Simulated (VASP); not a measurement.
Na2Pd: single point with PBE

The system is Na2Pd.

```xyz
3
Lattice="3.1308 0.0000 0.0000 -1.5654 2.7114 0.0000 0.0000 0.0000 7.9569" Properties=species:S:1:pos:R:3 pbc="T T T"
Na    0.0000    1.8076    6.2599
Na    1.5654    0.9038    1.6970
Pd    0.0000    0.0000    3.9784
```

The cell was built by a generator and needn't be a form met in nature.

```yaml
Program: VASP 6.6.1
Task: single point
Functional: PBE
Potentials_or_basis: VASP PAW PBE potentials, release 64 (Na_pv, Pd)
Cutoff: 520 eV
k_mesh: 18 × 18 × 6
Occupations: gaussian, width 0.1 eV
Spin: no spin polarisation
```

* Pressure: 0.0 GPa
* Largest force: 0.004 eV/Å
* Band gap on the k mesh: none (metal or under the smearing width)

Forces in eV/Å, atoms in the order of the input:
```
Na   0.000  0.000  0.004
Na   0.000  0.000 -0.004
Pd   0.000  0.000  0.000
```

Levels at points of the mesh, in eV from the Fermi level:
| k point | band 9 | band 10 | band 11 | band 12 | band 13 | band 14 | band 15 | band 16 |
| --- | --- | --- | --- | --- | --- | --- | --- | --- |
| (0.00, 0.00, 0.00) | -1.74 | -1.74 | -1.53 | -1.32 | -1.06 | -1.06 | 5.00 | 6.64 |
| (0.50, 0.00, 0.00) | -1.80 | -1.33 | -0.32 | 0.94 | 1.84 | 2.92 | 3.24 | 3.98 |
| (0.00, 0.00, 0.50) | -2.63 | -1.74 | -1.74 | -1.06 | -1.06 | 0.99 | 2.30 | 9.58 |
| (0.50, 0.00, 0.50) | -1.77 | -1.33 | -0.32 | 1.15 | 1.64 | 2.33 | 2.97 | 5.32 |

It took 3 min on 1 thread of AMD EPYC 7R13 Processor (Zen 3), on a shared host, peak memory 0.32 GiB.
